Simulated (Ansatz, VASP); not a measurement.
## One calculation of Si, two programs

```
Si
1.0
     0.00000    2.64696    2.64696
     2.64696    0.00000    2.64696
     2.64696    2.64696    0.00000
Si
2
Direct
  0.75000 0.75000 0.75000
  0.50000 0.50000 0.50000
```

Alike in both runs: functional PBE; dispersion D3(BJ); k mesh 10 × 10 × 10; occupations gaussian, width 0.02 eV; no spin polarisation.

Ansatz relaxed the structure, and its values are those at the end. VASP's run is a single point on that final structure, the one shown.

|  | VASP | Ansatz |
| --- | --- | --- |
| version | VASP 6.6.1 | Ansatz 0.2.0 |
| potentials or method | VASP PAW PBE potentials, release 64 (Si) | scalar-relativistic, plane waves, PAW |
| plane-wave cutoff (eV) | 520 | 420 |
| valence electrons in the cell | 8 | 8 |

```tsv
	VASP	Ansatz	Ansatz less VASP
gap on the k mesh at the Fermi level (eV)	0.44	0.44	-0.002
least direct gap on the mesh (eV)	2.59	2.59	-0.006
pressure (GPa)	7.6	7.7	+0.09
```

With one functional, cell and mesh, what is left measures potentials, basis and numerics.

A k mesh can miss the band edges.
